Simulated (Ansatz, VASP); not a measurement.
## SiSbTe3: VASP beside Ansatz

```
Si Sb Te
1.0
     3.80923    2.19926    4.28554
    -3.80923    2.19926    4.28554
     0.00000   -4.39852    4.28554
Si Sb Te
1 1 3
Cartesian
  0.0000 0.0000 2.5159
  0.0000 0.0000 6.7172
  1.8172 -1.0492 4.1588
  0.0000 2.0983 4.1588
  -1.8172 -1.0492 4.1588
```

Alike in both runs: functional PBE; k mesh 3 × 3 × 3; occupations gaussian, width 0.1 eV; no spin polarisation.

Ansatz relaxed the structure, and its values are those at the end. VASP's run is a single point on that final structure, the one shown.

|  | VASP | Ansatz |
| --- | --- | --- |
| version | VASP 6.6.1 | Ansatz 0.2.0 |
| potentials or method | VASP PAW PBE potentials, release 64 (Si, Sb, Te) | scalar-relativistic, plane waves, PAW |
| plane-wave cutoff (eV) | 520 | 420 |
| valence electrons in the cell | 27 | 67 |

```tsv
	VASP	Ansatz	Ansatz less VASP
gap on the k mesh at the Fermi level (eV)	none	none	-
pressure (GPa)	0.0	0.0	0.00
rms of the force components (eV/Å)	0.018	0.007	-0.0112
```

A gap of «none» marks a metal or a gap that the smearing closes. The two sets of potentials don't hold the same shells in valence.

Spin-orbit coupling is left out, which matters for the levels of Sb, Te.
